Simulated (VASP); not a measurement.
```
CELL_PARAMETERS angstrom
      0.00000     2.31691     2.22100
      2.25079     0.00000     2.22100
      2.25079     2.31691     0.00000
ATOMIC_POSITIONS crystal
  Hf 0.00000 0.00000 0.00000
  N  0.47828 0.52172 0.52172
```

Level of theory: PBE GGA, VASP's PBE PAW potentials (set 64) (plane waves; VASP). Run with 800 eV cut-off, 13×13×13 Γ-centred mesh, first-order Methfessel-Paxton smearing of 0.10 eV, potentials Hf_pv N.

Question: Which forces act on the atoms, in eV/Å?

Answer: 
```csv
atom,Fx,Fy,Fz
Hf1,1.201,0.000,0.000
N2,-1.201,0.000,0.000
```

Question: Give the stress tensor in GPa (positive for a compressed cell).

Answer: 
```
 8.52   0.00   0.00
 0.00  -8.30   0.00
 0.00   0.00  11.64
```
The pressure is its mean diagonal, 3.95 GPa.

The compound is HfN in the rock salt structure. The cell was not relaxed at this level, atoms are displaced from their ideal sites. The run is one of a series of settings (ENCUT = 800 against the base run), some of them coarse on purpose. The electron count is odd and the run is not spin-polarised, which forces a metal.
